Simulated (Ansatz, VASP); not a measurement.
# TaInSe3 in two plane-wave programs, part 2 of 2

One calculation is typed for both programs; each brings its own data sets. How far apart do they land? The cell is generated by rule, not measured, and may not be a known phase. The cell is taken from a series of runs on this material, whose earlier steps may have relaxed, scaled, displaced or heated it; both programs get it as it stands.

VASP 6.6.1 and Ansatz 0.2.0.

So far. Step 3 (Ansatz: single point, PBEsol, pair 1): The run ends at a pressure of -4.91 GPa. Step 5 (VASP: single point, PBEsol, pair 2): The run ends at a pressure of 0.18 GPa.

## 6. Ansatz: single point, PBEsol, pair 2

Level of this step: Ansatz beside VASP: Kohn-Sham DFT, plane waves, PBEsol (Ansatz).

The same cell, functional, mesh and smearing now go to Ansatz, which takes its cutoff from its data sets.

The cell is taken from a series of runs on this material, whose earlier steps may have relaxed, scaled, displaced or heated it; both programs get it as it stands.

Input file input.yaml:

```yaml
crystal:
  lattice:
    - [5.019252156, 0.0, 0.0]
    - [0.0, 5.019252156, 0.0]
    - [0.0, 0.0, 5.019252156]
  atoms:
    - { symbol: In, position: [0.0, 0.0, 0.0] }
    - { symbol: Ta, position: [0.5, 0.5, 0.5] }
    - { symbol: Se, position: [0.5, 0.5, 0.0] }
    - { symbol: Se, position: [0.5, 0.0, 0.5] }
    - { symbol: Se, position: [0.0, 0.5, 0.5] }
kpoints:
  mp_grid: { grid: [6, 6, 6] }
hamiltonian:
  xc: pbesol
scf:
  occupations: { method: methfessel_paxton, width: 0.15 }
output:
  forces: true
  stress: true
  eigenvalues: true
```

Started as:

```sh
$ ansatz run input.yaml --threads 8 --pin off --max-ram 14336MiB --backend cpu --events-out ev --progress --plain --runs-dir out
```

Numbers of over 12 decimals in the logs are rounded to 6 here.

Log:

```text
[...]
Crystal: 5 atoms, lattice volume = 126.449 Å³
Basis set: ecut = 420 eV, 2517 PW (Γ), exchange–correlation on 72×72×72 points (8 copies of the dense FFT grid, shifted against one another)
Bands: 45, of which v1, the nominal top of the filled ones, is band 37 counted from 1 (36 counted from 0)
Symmetry: 48 space group operations
[...]
k-points: 20 of 216
[...]
k-point 0: bands = [... 33 lower, 7.8725, 8.3767, 8.3767, 8.3767, 8.3920, 8.3920, 8.3920, 10.7157, ... 3 higher]
  k-point 1: bands = [... 33 lower, 7.7335, 7.8138, 8.2466, 8.2466, 8.3873, 9.4599, 9.4599, 10.7261, ... 3 higher]
  k-point 2: bands = [... 33 lower, 7.4860, 8.3093, 8.3280, 8.3280, 8.4088, 10.5404, 10.5404, 10.7416, ... 3 higher]
  k-point 19: bands = [... 33 lower, 5.4114, 9.3707, 9.3707, 9.3707, 10.8226, 10.8226, 10.8226, 14.7938, ... 3 higher]
[key lines of the parts left out:]
SCF converged after 7 iterations
Free energy (F): -31606.288916 eV
Fermi energy:    9.195479 eV
P = ⅓ Tr σ = -0.0001 GPa (-0.001 kbar)
```

The run ends at a pressure of 0.00 GPa.

## 7. Differences

What differs besides the data sets and the points named for the pairs above, as far as they apply: the data sets hold 74 valence electrons in Ansatz (on its default PAW (the set named soft_2) files) and 42 in VASP. Total energies have different zeros and are not compared.

Both answers:

| quantity | Ansatz | VASP | difference |
| --- | --- | --- | --- |
| pressure (GPa) | 0.00 | 0.18 | -0.18 |

## 8. VASP: single point, PBEsol, pair 3

A single point gives forces, pressure and levels at one fixed geometry, so differences don't come from the geometry; what else differs is listed under the comparison.

Input file INCAR:

```
SYSTEM = TaInSe3
PREC = Accurate
ENCUT = 500
EDIFF = 1E-06
NELM = 120
ISMEAR = 1
SIGMA = 0.15
LREAL = .FALSE.
ALGO = Normal
GGA = PS
NBANDS = 27
LASPH = .TRUE.
LORBIT = 11
LWAVE = .FALSE.
LCHARG = .FALSE.
ISIF = 2
GGA_COMPAT = .FALSE.
KPAR = 2
```

Input file POSCAR:

```
TaInSe3
1.0
    5.0192521560      0.0000000000      0.0000000000
    0.0000000000      5.0192521560      0.0000000000
    0.0000000000      0.0000000000      5.0192521560
In Ta Se
1 1 3
Direct
    0.0517622174      0.9482377826      0.9482377826
    0.4932069626      0.5067930374      0.5067930374
    0.4770868043      0.5229131957      0.0138670221
    0.4770868043      0.0138670221      0.5229131957
    0.9861329779      0.5229131957      0.5229131957
```

Input file KPOINTS:

```
Automatic mesh
0
Gamma
6 6 6
0 0 0
```

PAW data sets: In_d, Ta_pv and Se (PBE family, release 64).

Started as:

```sh
$ mpirun -np 2 vasp_std
```

Log:

```text
[... set-up lines as in an earlier step ...]
 entering main loop
       N       E                     dE             d eps       ncg     rms          rms(c)
DAV:   1     0.358086018229E+03    0.35809E+03   -0.18505E+04  1728   0.153E+03
DAV:   2     0.105493163903E+02   -0.34754E+03   -0.33765E+03  1817   0.381E+02
DAV:   3    -0.291318304044E+02   -0.39681E+02   -0.38401E+02  2271   0.123E+02
DAV:   4    -0.308170205287E+02   -0.16852E+01   -0.16771E+01  2132   0.249E+01
[...]
DAV:  11    -0.288197512973E+02   -0.41554E-04   -0.30146E-04  2514   0.130E-01    0.397E-02
DAV:  12    -0.288197557816E+02   -0.44843E-05   -0.78257E-05  2053   0.747E-02    0.165E-02
DAV:  13    -0.288197548403E+02    0.94132E-06   -0.54092E-06  1998   0.177E-02
   1 F= -.28819755E+02 E0= -.28821049E+02  d E =0.388260E-02
```

Parts of OUTCAR (step 8):

```text
  Total        0.9927781      0.9927781      0.9927781     -0.1823927      0.1823927     -0.1823927
  in kB       12.5789891     12.5789891     12.5789891     -2.3110059      2.3110059     -2.3110059
  external PRESSURE =      12.5789891 kB  Pullay stress =       0.0000000 kB

 POSITION                                       TOTAL-FORCE (eV/Angst)
 -----------------------------------------------------------------------------------
      0.25981      4.75944      4.75944        -0.120306      0.120306      0.120306
      2.47553      2.54372      2.54372        -0.028408      0.028408      0.028408
      2.39462      2.62463      0.06960         0.059975     -0.059975     -0.028765
      2.39462      0.06960      2.62463         0.059975     -0.028765     -0.059975
      4.94965      2.62463      2.62463         0.028765     -0.059975     -0.059975
 -----------------------------------------------------------------------------------
    total drift:                               -0.000274      0.000274      0.000274

  FREE ENERGIE OF THE ION-ELECTRON SYSTEM (eV)
  ---------------------------------------------------
  free  energy   TOTEN  =       -28.8197548403 eV

  energy  without entropy=      -28.8236374435  energy(sigma->0) =      -28.82104904

[... 1 part as in an earlier step ...]

[... 2 further parts left out ...]
[key lines of the parts left out:]
E-fermi :   3.9299
```

The run ends at a pressure of 1.26 GPa, with forces up to 0.21 eV/Å.

## 9. Ansatz: single point, PBEsol, pair 3

The same cell, functional, mesh and smearing now go to Ansatz, which takes its cutoff from its data sets.

The cell is taken from a series of runs on this material, whose earlier steps may have relaxed, scaled, displaced or heated it; both programs get it as it stands.

input.yaml, the sections that differ from step 6:

```yaml
crystal:
  lattice:
    - [5.019252156, 0.0, 0.0]
    - [0.0, 5.019252156, 0.0]
    - [0.0, 0.0, 5.019252156]
  atoms:
    - { symbol: In, position: [0.0517622174, -0.0517622174, -0.0517622174] }
    - { symbol: Ta, position: [0.4932069626, 0.5067930374, 0.5067930374] }
    - { symbol: Se, position: [0.4770868043, 0.5229131957, 0.0138670221] }
    - { symbol: Se, position: [0.4770868043, 0.0138670221, 0.5229131957] }
    - { symbol: Se, position: [-0.0138670221, 0.5229131957, 0.5229131957] }
# kpoints, hamiltonian, scf, output: as in step 6
```

Started as:

```sh
$ ansatz run input.yaml --threads 8 --pin off --max-ram 14336MiB --backend cpu --events-out ev --progress --plain --runs-dir out
```

Log:

```text
[...]
Crystal: 5 atoms, lattice volume = 126.449 Å³
Basis set: ecut = 420 eV, 2517 PW (Γ), exchange–correlation on 72×72×72 points (8 copies of the dense FFT grid, shifted against one another)
Bands: 45, of which v1, the nominal top of the filled ones, is band 37 counted from 1 (36 counted from 0)
Symmetry: 6 space group operations
[...]
k-points: 32 of 216 (time reversal used)
[...]
k-point 0: bands = [... 33 lower, 7.8115, 8.0203, 8.1204, 8.1204, 8.5817, 8.5817, 8.7193, 10.7574, ... 3 higher]
  k-point 1: bands = [... 33 lower, 7.5062, 7.7419, 8.0848, 8.0970, 8.6171, 9.3230, 9.4695, 10.7660, ... 3 higher]
  k-point 2: bands = [... 33 lower, 7.2379, 7.8747, 8.1537, 8.4572, 8.7336, 10.3452, 10.5401, 10.7832, ... 3 higher]
  k-point 31: bands = [... 33 lower, 6.2329, 9.1760, 9.1760, 9.3177, 10.7825, 10.7825, 10.8272, 14.1162, ... 3 higher]
[key lines of the parts left out:]
SCF converged after 8 iterations
Free energy (F): -31606.281411 eV
Fermi energy:    9.083447 eV
P = ⅓ Tr σ = 1.0862 GPa (10.862 kbar)
```

The run ends at a pressure of 1.09 GPa, with forces up to 0.20 eV/Å.

## 10. Side by side

What differs besides the data sets and the points named for the pairs above, as far as they apply: the data sets hold 74 valence electrons in Ansatz (on its default PAW (the set named soft_2) files) and 42 in VASP. Total energies have different zeros and are not compared.

Compared:

| quantity | Ansatz | VASP | difference |
| --- | --- | --- | --- |
| pressure (GPa) | 1.09 | 1.26 | -0.17 |

Forces (eV/Å; atoms numbered as in POSCAR):

| atom | Ansatz x, y, z | VASP x, y, z |
| --- | --- | --- |
| In1 | -0.118, 0.118, 0.118 | -0.120, 0.120, 0.120 |
| Ta2 | -0.030, 0.030, 0.030 | -0.028, 0.028, 0.028 |
| Se3 | 0.061, -0.061, -0.025 | 0.060, -0.060, -0.029 |
| Se4 | 0.061, -0.025, -0.061 | 0.060, -0.029, -0.060 |
| Se5 | 0.025, -0.061, -0.061 | 0.029, -0.060, -0.060 |

The forces differ by 2.2 meV/Å r.m.s., which is 3.2 % of the r.m.s. force of 0.068 eV/Å (both taken over all components).

## 11. Summary of results

| Property | Result |
| --- | --- |
| difference in pressure (single point, PBEsol, pair 1) | -0.11 GPa |
| difference in pressure (single point, PBEsol, pair 2) | -0.18 GPa |
| r.m.s. force difference (single point, PBEsol, pair 3) | 2.2 meV/Å |

What this shows: The difference in pressure is -0.18 GPa (single point, PBEsol, pair 2), within the 1 GPa picked in this series as the mark of a large difference. The data sets hold unlike numbers of valence electrons (74 in Ansatz and 42 in VASP), so part of the differences comes from the potentials. 5 further runs of this series are not shown here. Such differences can come from data sets, numerical settings and the points named under the comparisons, not from the functional's error against experiment.

[Lines on the potential files, build, host, timing and source positions are cut from VASP's logs without a mark.]

[Logs are printed without paths, hosts, clocks, repeated set-up lines and the standing remarks that a program may print on its own settings, such as how far it seeks lower states.]

[Hosts, paths, dates, database ids (printed as entryN), source tags and the programs' standing remarks are cut or masked in the printed files.]
